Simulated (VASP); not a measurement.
An input for Quantum ESPRESSO's pw.x (written as the equivalent of a VASP run, and not itself run):

```
&CONTROL
  calculation = 'vc-relax'
  pseudo_dir = './pseudo'
  outdir = './out'
  tprnfor = .true.
  tstress = .true.
  nstep = 40
  forc_conv_thr = 0.00078
/
&SYSTEM
  ibrav = 0
  nat = 3
  ntyp = 2
  ecutwfc = 88
  occupations = 'smearing'
  smearing = 'gaussian'
  degauss = 0.003675
  input_dft = 'pbesol'
/
&ELECTRONS
  conv_thr = 7.3e-08
  electron_maxstep = 100
/
&IONS
/
&CELL
  press = 100
/
ATOMIC_SPECIES
  Na 22.990 Na.upf
  S 32.060 S.upf
CELL_PARAMETERS angstrom
     0.0000000    3.0303006    3.0303006
     3.0303006    0.0000000    3.0303006
     3.0303006    3.0303006    0.0000000
ATOMIC_POSITIONS crystal
  Na   0.2500000  0.2500000  0.2500000
  Na   0.7500000  0.7500000  0.7500000
  S    0.0000000  0.0000000  0.0000000
K_POINTS automatic
  6 6 6 0 0 0
```

Problem. Write the VASP files for the same calculation (PBEsol).

Solution. One answer among several that fit: 
File KPOINTS:
```
Automatic mesh
0
Gamma
6 6 6
0 0 0
```

**POSCAR**
```
Na2S
1
    0.0000000000     3.0303006010     3.0303006010
    3.0303006010     0.0000000000     3.0303006010
    3.0303006010     3.0303006010     0.0000000000
Na S
2 1
Direct
  0.2500000000   0.2500000000   0.2500000000
  0.7500000000   0.7500000000   0.7500000000
  0.0000000000   0.0000000000   0.0000000000
```

**INCAR**
```
SYSTEM  =  Na2S
PREC  =  Accurate; ENCUT  =  500; LREAL  =  F
LASPH  =  T
EDIFF  =  1E-6; NELM  =  100; ALGO  =  Normal
ISMEAR  =  0; SIGMA  =  0.05
GGA  =  PS
IBRION  =  2; NSW  =  40; ISIF  =  3
EDIFFG  =  -0.02; PSTRESS  =  100
LWAVE  =  F; LCHARG  =  F
```

POTCAR, in this order: Na_pv S (PBE.64 set). Program: vasp_std.

What does not carry over: the potentials are each code's own (VASP's PAW set, PseudoDojo norm-conserving files in pw.x), so ENCUT and ecutwfc are chosen apart and not converted; conv_thr bounds pw.x's estimated SCF error, while EDIFF bounds the energy change between steps; forc_conv_thr acts on force components and is met together with etot_conv_thr.

The compound is Na2S in the antifluorite structure. It was relaxed first under an external pressure of 10 GPa.
